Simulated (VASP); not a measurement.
**Band gap of diamond and zinc-blende semiconductors: HSE06 against mBJ**

VASP (plane waves, PAW); cells keep the symmetry of their structure type. No spin-orbit coupling. mBJ gaps are read over mesh and path in PBE's cells, HSE06 gaps over the mesh and further points in PBE's cells.

Here x stands for mBJ gap and y for HSE06 gap.

| solid | mBJ gap (eV) | HSE06 gap (eV) | cut-off (eV) |
|---|---|---|---|
| HgS | 0.62 | ? | 520 |
| GaAs | 1.22 | 1.01 | 520 |
| InP | 1.40 | 1.21 | 520 |
| CdTe | 1.64 | 1.35 | 520 |
| BAs | 1.79 | 1.87 | 520 |
| SiC | 2.35 | 2.26 | 520 |
| ZnS | 3.60 | 3.23 | 520 |
| BeS | 4.39 | 4.11 | 520 |
| BN | 5.79 | 5.78 | 520 |

The 8 complete rows are fitted with a straight line, y against x. With u = x - 2.8, the rows have u = -1.5800, -1.4000, -1.1600, -1.0100, -0.4500, 0.8000, 1.5900, 2.9900. Means: u -0.027500, y 2.603. About the means, the sum of products is 19.212 and the sum of squares of u is 19.127; the slope is their ratio. Least squares gives y = 2.630 + 1.0045·u. Residuals (row less fit): -0.033, -0.014, -0.115, 0.255, 0.082, -0.204, -0.117, 0.147; standard error 0.165 (degrees of freedom: 6). The slope is 1.00 with a standard error of 0.038.

**Question.** What does the fit predict for y at x = 0.62, and how far is the calculated value from it?

**Answer.** u = -2.1800, so y = 2.630 + 1.0045 × (-2.1800) = 0.440 eV. The calculation gives 0.32 eV, 0.120 eV below the prediction (2.2 % of the range of y in the table). The row lies outside the fitted rows, so this is an extrapolation. From the scatter of the fitted rows alone, a prediction at this place has a standard error of 0.193 eV, so the miss is 0.6 times that.

HgS is here metacinnabar; cinnabar is the stable form. Spin-orbit coupling is left out, which can shift this property for HgS, GaAs, InP, CdTe, BAs. Left out of the series because the gap is closed or under 0.1 eV at mBJ (TB09) or HSE06: HgTe. The rows are a random draw from the solids of this series computed here; series whose standard error about the line passes 12 to 30 % of the range of y, or with no trend, aren't shown in this form.
